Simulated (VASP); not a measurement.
OSZICAR of a VASP run on NiAl (CsCl type):

File OSZICAR:
```
       N       E                     dE             d eps       ncg     rms          rms(c)
DAV:   1     0.355499697809E+02    0.35550E+02   -0.53454E+03  1712   0.125E+03
DAV:   2    -0.117244843649E+02   -0.47274E+02   -0.44816E+02  1688   0.195E+02
DAV:   3    -0.129030329151E+02   -0.11785E+01   -0.11598E+01  1990   0.402E+01
DAV:   4    -0.129240076757E+02   -0.20975E-01   -0.20962E-01  2028   0.479E+00
DAV:   5    -0.129246197797E+02   -0.61210E-03   -0.61208E-03  1956   0.833E-01    0.120E+01
DAV:   6    -0.155137074460E+02   -0.25891E+01   -0.68984E+01  1876   0.138E+02    0.175E+01
DAV:   7    -0.114640620184E+02    0.40496E+01   -0.18494E+01  1844   0.818E+01    0.154E+00
DAV:   8    -0.114400279908E+02    0.24034E-01   -0.62909E-01  2162   0.101E+01    0.955E-01
DAV:   9    -0.114267606918E+02    0.13267E-01   -0.54793E-02  1968   0.360E+00    0.237E-01
DAV:  10    -0.114260211578E+02    0.73953E-03   -0.43668E-03  1932   0.103E+00    0.600E-02
DAV:  11    -0.114260103561E+02    0.10802E-04   -0.16312E-04  2388   0.150E-01    0.248E-02
DAV:  12    -0.114260092242E+02    0.11319E-05   -0.35185E-06  1884   0.196E-02    0.821E-03
DAV:  13    -0.114260086442E+02    0.58006E-06   -0.52940E-07  1630   0.114E-02    0.219E-03
DAV:  14    -0.114260085645E+02    0.79636E-07   -0.25422E-07  1012   0.526E-03
   1 F= -.11426009E+02 E0= -.11425995E+02  d E =-.399445E-04
```

Task: Which electronic solver shows in the log?

Result: It is blocked Davidson (ALGO = Normal, or the opening steps of other solvers). The INCAR had ALGO = Normal.

Task: How was spin treated?

Result: Without spin polarisation: there is no mag entry.

Task: Can the final energy be trusted as converged?

Result: The calculation finished and met its thresholds. It stopped with EDIFF = 1E-7, NELM = 100 (PBEsol GGA, plane waves, VASP's PBE PAW potentials (set 64)).

The compound is NiAl in the CsCl type structure. This cell was strained or had an atom moved on purpose. The run is not spin-polarised, so no magnetic state was tried. The electron count is odd and the run is not spin-polarised, which forces a metal.
